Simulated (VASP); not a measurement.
A cell of Re (hcp) near equilibrium:

```
Re
1.0
    1.38613    -2.40084     0.00000
    1.38613     2.40084     0.00000
    0.00000     0.00000     4.48563
Re
2
Cartesian
  1.38613   0.80028   1.12141
  1.38613  -0.80028   3.36422
```

All values below come from PBE GGA, VASP's PBE PAW potentials (set 64) (plane waves; VASP).

```tsv
run	ΔE (meV/atom)	σxx	σyy	σzz	largest shear component, with its sign (GPa)	largest force (eV/Å)
as it is	0.0	0.09	0.09	0.07	0.00	0.000
after one change	68.4	26.05	26.05	26.30	0.00	0.000
```
Stress is in GPa, positive when the cell is compressed.

Question: Name the change that produced these shifts.
A) isotropic strain of -2.0 %
B) uniaxial strain of +2.0 % along x
C) biaxial strain of -0.5 % in the xy plane
D) atom 1 (Re) moved by 0.200 Å along x

Answer: A, isotropic strain of -2.0 %

The compound is Re in the hcp structure.
